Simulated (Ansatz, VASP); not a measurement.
# Zn (Zinc): VASP beside Ansatz, part 2 of 2

Wanted: the spread between two codes on one cell, functional and k mesh. The structure shown is the end of the Ansatz relaxation below.

VASP 6.6.1 and Ansatz 0.2.0.

So far: Starting point; Ansatz: relaxation, PBEsol; VASP: single point, PBEsol, pair 1; Side by side; VASP: single point, PBEsol, pair 2.

## 6. VASP: single point, PBEsol, pair 2 (continued)

Level of this step: PBEsol; plane waves and PAW (Zn) (VASP).

Numbers of over 12 decimals in the logs are rounded to 6 here.

Parts of OUTCAR (step 6):

```text
  Total        0.6648791      0.6648791      0.6239576      0.0000000     -0.0000000     -0.0000000
  in kB       38.9157052     38.9157052     36.5205494      0.0000000     -0.0000000     -0.0000000
  external PRESSURE =      38.1173200 kB  Pullay stress =       0.0000000 kB

 POSITION                                       TOTAL-FORCE (eV/Angst)
 -----------------------------------------------------------------------------------
     -0.00000      1.49279      1.18200         0.000000      0.000000      0.000000
      1.29280      0.74640      3.54600        -0.000000      0.000000     -0.000000
 -----------------------------------------------------------------------------------
    total drift:                               -0.000000      0.000000      0.000000

  FREE ENERGIE OF THE ION-ELECTRON SYSTEM (eV)
  ---------------------------------------------------
  free  energy   TOTEN  =        -3.1580752738 eV

  energy  without entropy=       -3.1583709244  energy(sigma->0) =       -3.15817382

[... 1 part as in an earlier step ...]

[... 2 further parts left out ...]
[key lines of the parts left out:]
E-fermi :   3.8611
```

The run ends at a pressure of 3.81 GPa.

## 7. Differences

Both answers:

| quantity | Ansatz | VASP | difference |
| --- | --- | --- | --- |
| pressure (GPa) | 3.24 | 3.81 | -0.57 |

## 8. Ansatz: relaxation, PBEsol

This run makes the geometry at which the two programs are then compared. The cell compared in this pair holds 29.65 Å³, against 27.37 Å³ for the pair before.

The structure compared here is the end of the Ansatz relaxation.

input.yaml

```yaml
crystal:
  lattice:
    - [2.6139397184, 0.0, 0.0]
    - [-1.3069698592, 2.2637382001, 0.0]
    - [0.0, 0.0, 5.011510899]
  atoms:
    - { symbol: Zn, position: [0.3333333333, 0.6666666667, 0.25] }
    - { symbol: Zn, position: [0.6666666667, 0.3333333333, 0.75] }
kpoints:
  mp_grid: { grid: [18, 18, 8] }
hamiltonian:
  xc: pbesol
  pseudopotentials: { kind: paw, azcp: { folder: soft_1 }, xc_functional: pbe }
scf:
  occupations: { method: methfessel_paxton, width: 0.2 }
output:
  forces: true
  stress: true
  eigenvalues: true
relax:
  adjacent_minimum: "off"
  f_tol: 0.001
  max_steps: 60
  cell: { stress_tol: 0.01, fix: [volume] }
```

Command:

```console
$ ansatz run input.yaml --threads 4 --pin off --max-ram 10240MiB --backend cpu --events-out ev --progress --plain --runs-dir out
```

What it wrote:

```text
[...]
Crystal: 2 atoms, lattice volume = 29.654 Å³
Basis set: ecut = 420 eV, 599 PW (Γ), exchange–correlation on 36×36×72 points (8 copies of the dense FFT grid, shifted against one another)
Bands: 16, of which v1, the nominal top of the filled ones, is band 12 counted from 1 (11 counted from 0)
Symmetry: 24 space group operations
[...]
k-points: 185 of 2592
[...]
k-point 184: bands = [... 8 lower, 4.0748, 4.0748, 12.3450, 12.3450, 13.1217, 13.1217, 13.6878, 13.6878]
--- Relaxed structure (4 steps of the walk, 4 accepted, 1 SCFs on fresh bases) ---
[...]
cell:  # Å, volume = 29.6545 Å³
    - [2.604685, 0, -1.718487827779148e-19]
    - [-1.302343, 2.255724, 0]
    - [-3.294728037560529e-19, 0, 5.047186]
  atoms:
    - { symbol: Zn, position: [0.333333, 0.666667, 0.25] }
    - { symbol: Zn, position: [0.666667, 0.333333, 0.75] }
[key lines of the parts left out:]
SCF converged after 6 iterations
Free energy (F): -6561.805911 eV
Fermi energy:    11.186761 eV
P = ⅓ Tr σ = -2.6198 GPa (-26.198 kbar)
```

## 9. VASP: single point, PBEsol, pair 3

The same cell, functional, mesh and smearing now go to VASP, with its own data sets.

INCAR

```
SYSTEM = Zn
PREC = Accurate
ENCUT = 500
EDIFF = 1E-06
NELM = 120
ISMEAR = 1
SIGMA = 0.2
LREAL = .FALSE.
ALGO = Normal
GGA = PS
NBANDS = 18
LORBIT = 11
LWAVE = .FALSE.
LCHARG = .FALSE.
ISIF = 2
LASPH = .TRUE.
GGA_COMPAT = .FALSE.
KPAR = 2
```

POSCAR

```
Zn
1.0
    2.6046853803      0.0000000000      0.0000000000
   -1.3023426901      2.2557237082      0.0000000000
    0.0000000000      0.0000000000      5.0471855389
Zn
2
Direct
    0.3333333333      0.6666666667      0.2500000000
    0.6666666667      0.3333333333      0.7500000000
```

KPOINTS

```
Automatic mesh
0
Gamma
18 18 8
0 0 0
```

Potentials, in the order of the species: Zn (PBE family, release 64).

Command:

```console
$ mpirun -np 2 vasp_std
```

What it wrote:

```text
[... set-up lines as in an earlier step ...]
 entering main loop
       N       E                     dE             d eps       ncg     rms          rms(c)
DAV:   1     0.104412951785E+03    0.10441E+03   -0.12201E+04  6900   0.207E+03
DAV:   2     0.581396455648E+00   -0.10383E+03   -0.10080E+03  6718   0.292E+02
DAV:   3    -0.345517692056E+01   -0.40366E+01   -0.40238E+01  7560   0.661E+01
DAV:   4    -0.347591057834E+01   -0.20734E-01   -0.20728E-01  7378   0.483E+00
[...]
DAV:   9    -0.316371815416E+01    0.37604E-04   -0.28029E-04  8918   0.231E-01    0.340E-02
DAV:  10    -0.316372259995E+01   -0.44458E-05   -0.23060E-05  6944   0.443E-02    0.286E-03
DAV:  11    -0.316372244103E+01    0.15893E-06   -0.57158E-07  3940   0.123E-02
   1 F= -.31637224E+01 E0= -.31637648E+01  d E =0.127226E-03
```

From OUTCAR (step 9):

```text
  Total       -0.3853058     -0.3853058     -0.4462837     -0.0000000     -0.0000000      0.0000000
  in kB      -20.8173596    -20.8173596    -24.1118861     -0.0000000     -0.0000000      0.0000000
  external PRESSURE =     -21.9155351 kB  Pullay stress =       0.0000000 kB

 POSITION                                       TOTAL-FORCE (eV/Angst)
 -----------------------------------------------------------------------------------
     -0.00000      1.50382      1.26180         0.000000      0.000000      0.000000
      1.30234      0.75191      3.78539        -0.000000      0.000000     -0.000000
 -----------------------------------------------------------------------------------
    total drift:                               -0.000000      0.000000      0.000000

  FREE ENERGIE OF THE ION-ELECTRON SYSTEM (eV)
  ---------------------------------------------------
  free  energy   TOTEN  =        -3.1637224410 eV

  energy  without entropy=       -3.1638496669  energy(sigma->0) =       -3.16376485

[... 1 part as in an earlier step ...]

[... 2 further parts left out ...]
[key lines of the parts left out:]
E-fermi :   3.1090
```

The run ends at a pressure of -2.19 GPa.

## 10. Comparison

The two programs side by side:

| quantity | Ansatz | VASP | difference |
| --- | --- | --- | --- |
| pressure (GPa) | -2.62 | -2.19 | -0.43 |

## 11. What came out

```
difference in pressure (single point, PBEsol, pair 1) : -0.61 GPa
difference in pressure (single point, PBEsol, pair 2) : -0.57 GPa
difference in pressure (single point, PBEsol, pair 3) : -0.43 GPa
```

The difference in pressure is -0.61 GPa (single point, PBEsol, pair 1), within the 1 GPa picked in this series as the mark of a large difference. 5 further runs of this series are not shown here. How closely two codes agree says nothing of how well the functional describes the real material.

[Lines on the potential files, build, host, timing and source positions are cut from VASP's logs without a mark.]

[Logs are printed without paths, hosts, clocks, repeated set-up lines and the standing remarks that a program may print on its own settings, such as how far it seeks lower states.]

[Hosts, paths, dates, database ids (printed as entryN), source tags and the programs' standing remarks are cut or masked in the printed files.]
